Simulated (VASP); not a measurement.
```
CELL_PARAMETERS angstrom
      3.14335     0.00000     0.00000
     -1.57167     2.72222     0.00000
      0.00000     0.00000     5.34830
ATOMIC_POSITIONS crystal
  Cu 0.00000 0.00000 0.00000
  Cu 0.00000 0.00000 0.50000
  F  0.33333 0.66667 0.25000
  F  0.66667 0.33333 0.75000
```

The numbers are results of r2SCAN meta-GGA, VASP's PBE PAW potentials (set 64) (plane waves; VASP 6.6.1), not measurements. Run with 520 eV cut-off, 13×13×7 Γ-centred mesh, tetrahedra with Blöchl corrections, potentials Cu F.

Give the energies of bands 7 to 20 at the high-symmetry points, in eV from the Fermi level.

| band | Γ | M | K | A | L | H |
|---|---|---|---|---|---|---|
| 7 | -5.62 | -6.34 | -6.65 | -5.97 | -6.27 | -6.44 |
| 8 | -5.62 | -6.19 | -6.61 | -5.97 | -6.27 | -6.44 |
| 9 | -1.97 | -1.87 | -1.42 | -1.20 | -1.35 | -0.96 |
| 10 | -1.49 | -1.06 | -0.97 | -1.20 | -1.35 | -0.96 |
| 11 | -1.16 | -0.93 | -0.97 | -0.96 | -0.69 | -0.87 |
| 12 | -1.16 | -0.85 | -0.76 | -0.96 | -0.69 | -0.87 |
| 13 | -1.04 | -0.68 | -0.76 | -0.96 | -0.60 | -0.74 |
| 14 | -1.04 | -0.57 | -0.54 | -0.96 | -0.60 | -0.74 |
| 15 | -0.51 | -0.51 | -0.54 | -0.44 | -0.45 | -0.72 |
| 16 | -0.51 | -0.23 | -0.28 | -0.44 | -0.45 | -0.72 |
| 17 | -0.34 | -0.08 | -0.21 | -0.44 | -0.33 | 0.03 |
| 18 | -0.13 | 0.04 | -0.21 | -0.44 | -0.33 | 0.03 |
| 19 | -0.13 | 4.47 | 5.50 | 0.79 | 4.45 | 5.70 |
| 20 | 4.21 | 4.76 | 6.99 | 0.79 | 4.45 | 5.70 |

It has no gap at this level: it comes out as a metal or semimetal.

The structure was generated: CuF was put into the NiAs type type (P6_3/mmc), which need not be its known phase. It was relaxed first, which changed the volume by +39 %.
